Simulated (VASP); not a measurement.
Sr:

```
Sr
1.0
     0.00000    3.01082    3.01082
     3.01082    0.00000    3.01082
     3.01082    3.01082    0.00000
Sr
1
Direct
  0.00000 0.00000 0.00000
```

Base run:

- Program: VASP 6.6.1
- Functional: PBE0
- Potentials or basis: VASP PAW PBE potentials, release 64 (Sr_sv)
- Cutoff: 450 eV
- k mesh: 7 × 7 × 7
- Occupations: methfessel-paxton, width 0.1 eV
- Spin: no spin polarisation

Its results: band gap on the k mesh 0.36 eV, indirect (least direct gap 0.85 eV); pressure 0.1 GPa.

The run is repeated on the same cell with these changes: functional from PBE0 to HSE06. What comes out?

Band gap on the k mesh none (metal or under the smearing width); pressure 0.7 GPa.

Caveats: the PAW data sets were made with another functional, which shifts forces and pressure a little; an odd mesh through Γ misses points on the zone boundary, where band edges often lie (some runs).
